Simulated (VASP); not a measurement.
Crystal: Be2CdS3.

```
Be Cd S
1.0
     4.10517    0.00000    0.00000
    -2.05258    3.55518    0.00000
     0.00000    0.00000    8.13095
Be Cd S
2 1 3
Direct
  0.33333 0.66667 0.00000
  0.66667 0.33333 0.00000
  0.00000 0.00000 0.50000
  0.00000 0.00000 0.23383
  0.00000 0.00000 0.76617
  0.00000 0.00000 0.00000
```

The cell was built by a generator and needn't be a form met in nature.

```yaml
Program: VASP 6.6.1
Task: relaxation of cell and atoms
Functional: PBE
Potentials_or_basis: VASP PAW PBE potentials, release 64 (Be, Cd, S)
Cutoff: 520 eV
k_mesh: 4 × 4 × 2
Occupations: gaussian, width 0.15 eV
Spin: no spin polarisation
```

At the start: pressure 16.5 GPa; volume 19.78 Å³/atom.

Problem. How do energy, volume and symmetry change on relaxing?

Solution. Over 15 steps the energy falls by 587.6 meV/atom and the volume is 20.79 Å³/atom (+5.1 %); space group P6/mmm (No. 191, to 0.05 Å).

The path:
```tsv
step	energy change (eV)	largest force (eV/Å)	pressure (GPa)	volume (Å³)
1	0.0000	4.2627	16.55	118.67
2	-2.2161	0.3650	-5.66	151.22
3	-3.3775	0.2133	-2.08	135.64
4	-3.3788	0.2266	-2.71	136.77
5	-3.3808	0.2259	-2.46	136.27
6	-3.4802	0.2622	-1.47	130.48
7	-3.5042	0.2886	-0.65	126.72
8	-3.5046	0.2879	-0.62	126.14
9	-3.5024	0.3018	-0.14	124.97
10	-3.5045	0.2922	-0.47	125.90
11	-3.5165	0.2502	0.42	123.76
12	-3.5166	0.2555	0.56	123.83
13	-3.5241	0.0889	0.25	124.10
14	-3.5253	0.0047	0.19	124.24
15	-3.5255	0.0247	-0.15	124.73
```

Final structure:
```
CELL_PARAMETERS angstrom
3.87320 0.00000 0.00000
-1.93660 3.35429 0.00000
0.00000 0.00000 9.60081
ATOMIC_POSITIONS crystal
Be 0.33333 0.66667 0.00000
Be 0.66667 0.33333 0.00000
Cd 0.00000 0.00000 0.50000
S 0.00000 0.00000 0.24395
S 0.00000 0.00000 0.75605
S 0.00000 0.00000 0.00000
```

Caveat: the k mesh is coarse (spacing up to 0.44 Å⁻¹), so the values aren't converged.
